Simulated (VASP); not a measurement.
Input:

```
HgLu3
1.0
    4.61995     0.00000     0.00000
    0.00000     4.61995     0.00000
    0.00000     0.00000     4.61995
Lu Hg
3 1
Direct
  0.00000   0.50000   0.50000
  0.50000   0.00000   0.50000
  0.50000   0.50000   0.00000
  0.00000   0.00000   0.00000
```

Calculation: PBEsol GGA, VASP's PBE PAW potentials (set 64) (plane waves; VASP). Settings: 400 eV cut-off, 8×8×8 Γ-centred mesh, tetrahedra with Blöchl corrections, potentials Lu_3 Hg.

Unless said otherwise, spin-orbit coupling is left out, though it shifts the bands of the heavy elements here.

**Question.** Estimate the energy per atom (σ→0), band gap (on the k-mesh) with the smallest direct gap where there is one.

**Answer.** 
band gap (on the k-mesh): none (metal, semimetal or under 0.01 eV)
energy per atom (σ→0): -4.007 eV/atom

The absolute energy has meaning only against runs of the same code, potentials and settings.

The structure comes from a computed database's Lu3Hg entry (Pm-3m); how it stands against other phases isn't given here. It was relaxed first, which changed the volume by -6 %. The electron count is odd and the run is not spin-polarised, which forces a metal.
